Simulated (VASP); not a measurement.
VASP ran on this input.

INCAR:
```
IBRION=2
SYSTEM=GaN
LREAL=F   ! projection in real space or not
GGA=PS   ! PBEsol
LASPH=T   ! aspherical one-centre terms
ISIF=3
EDIFF=1E-6   ! SCF stop (eV)
NSW=40   ! most ionic steps
ALGO=Normal
LMAXMIX=4   ! l cut-off of mixed one-centre charges
NELM=100   ! most electronic steps
ISMEAR=0
LWAVE=F
PSTRESS=300   ! kbar
ENCUT=620   ! plane-wave cut-off (eV)
EDIFFG=-0.02   ! ionic stop
PREC=Accurate
LCHARG=F
SIGMA=0.05   ! width (eV)
```

**KPOINTS**
```
Regular mesh
0
gamma
 11 11 11
0 0 0
```

**POSCAR**
```
GaN
1
   -0.0000000000     2.0401306208     2.0401306208
    2.0401306208     0.0000000000     2.0401306208
    2.0401306208     2.0401306208     0.0000000000
Ga N
1 1
Direct
  0.0000000000   0.0000000000   0.0000000000
  0.5000000000   0.5000000000   0.5000000000
```

POTCAR, in this order: Ga_d N (PBE.64 set). Program: vasp_std.

Translate this PBEsol calculation to Ansatz.

One equivalent input (not run):
Ansatz 0.2 input:
```yaml
crystal:
  lattice:
    - [0.0000000, 2.0401306, 2.0401306]
    - [2.0401306, 0.0000000, 2.0401306]
    - [2.0401306, 2.0401306, 0.0000000]
  atoms:
    - { symbol: Ga, position: [0.0000000, 0.0000000, 0.0000000] }
    - { symbol: N, position: [0.5000000, 0.5000000, 0.5000000] }
kpoints:
  mp_grid: { grid: [11, 11, 11] }
hamiltonian:
  xc: pbesol
  pseudopotentials: { kind: paw }
scf:
  occupations: { method: gaussian, width: 0.05 }
  max_iter: 100
relax:
  max_steps: 40
  f_tol: 0.02
  cell: { p_target: 30 }
output: { forces: true, stress: true, eigenvalues: true }
```
The two are equivalent in intent, not identical: each code has its own PAW files, so the cut-off isn't converted (ENCUT is set for VASP's; basis.ecutwfc is left out, and Ansatz then takes the one that its files recommend); Ansatz stops its SCF on the density residual and VASP on the energy change (EDIFF).

The structure was generated: GaN was put into the rock salt type (Fm-3m), which need not be its known phase. It was relaxed first under an external pressure of 30 GPa.
